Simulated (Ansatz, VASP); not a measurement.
SbOs: VASP beside Ansatz

INCAR

```
SYSTEM = SbOs
ALGO = Normal
EDIFF = 1E-7
ENCUT = 520
ISIF = 2
ISMEAR = 0
LASPH = .True.
LCHARG = .False.
LREAL = .False.
LWAVE = .False.
NBANDS = 14
NELM = 100
PREC = Accurate
SIGMA = 0.05
```

Contents of KPOINTS:

```
k-points
0
Gamma
  12 12 12
  0 0 0
```

Contents of POSCAR:

```
SbOs
1.0
    0.0000000000      2.7136168850      2.7136168850
    2.7136168850      0.0000000000      2.7136168850
    2.7136168850      2.7136168850      0.0000000000
Os Sb
1 1
Direct
    0.5000000000      0.5000000000      0.5000000000
    0.0000000000      0.0000000000      0.0000000000
```

Input for Ansatz:

```yaml
crystal:
  lattice:
    - [0.0, 2.713616885, 2.713616885]
    - [2.713616885, 0.0, 2.713616885]
    - [2.713616885, 2.713616885, 0.0]
  atoms:
    - { symbol: Os, position: [0.5, 0.5, 0.5] }
    - { symbol: Sb, position: [0.0, 0.0, 0.0] }
basis:
  ecutwfc: 420
  ecutrho_ratio: 4
kpoints:
  mp_grid: { grid: [12, 12, 12] }
hamiltonian:
  xc: lda
scf:
  occupations: { method: gaussian, width: 0.05 }
output:
  forces: true
  stress: true
  eigenvalues: true
  populations: true
```

Alike in both runs: task single point; functional LDA; k mesh 12 × 12 × 12; occupations gaussian, width 0.05 eV; no spin polarisation.

|  | VASP | Ansatz |
| --- | --- | --- |
| version | VASP 6.6.1 | Ansatz 0.2.0 |
| potentials or method | VASP PAW LDA potentials, release 64 (Os, Sb) | scalar-relativistic, plane waves, PAW |
| plane-wave cutoff (eV) | 520 | 420 |
| valence electrons in the cell | 13 | 31 |

VASP gave:

```
gap on the k mesh at the Fermi level (eV) : none
pressure (GPa)                            : -8.7
```

**Question.** Estimate Ansatz's values.

**Answer.** gap on the k mesh at the Fermi level (eV): none; pressure (GPa): -8.8.

A gap of «none» marks a metal or a gap that the smearing closes. The two sets of potentials don't hold the same shells in valence.

The runs have no spin-orbit coupling, so splittings on Os, Sb are missing.
